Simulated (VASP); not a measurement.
Here is the system:

```yaml
crystal:
  lattice:
    - [0.00000, 2.91229, 2.91229]
    - [2.91229, 0.00000, 2.91229]
    - [2.91229, 2.91229, 0.00000]
  atoms:
    - { symbol: Cd, position: [0.00000, 0.00000, 0.00000] }
    - { symbol: S, position: [0.25000, 0.25000, 0.25000] }
```

Computed with PBEsol GGA, VASP's PBE PAW potentials (set 64) (plane waves; VASP). Settings: 400 eV cut-off, 9×9×9 Γ-centred mesh, tetrahedra with Blöchl corrections, potentials Cd S.

Task: What does the run give for the energy per atom (σ→0), band gap (on the k-mesh) with the smallest direct gap where there is one?

Result: 
- band gap (on the k-mesh) = 1.02 eV
- smallest direct gap (on the k-mesh) = 1.02 eV
- energy per atom (σ→0) = -3.406 eV/atom

The structure comes from a measured CdS entry (F-43m) of the Crystallography Open Database, whose conditions weren't checked. It was relaxed first.
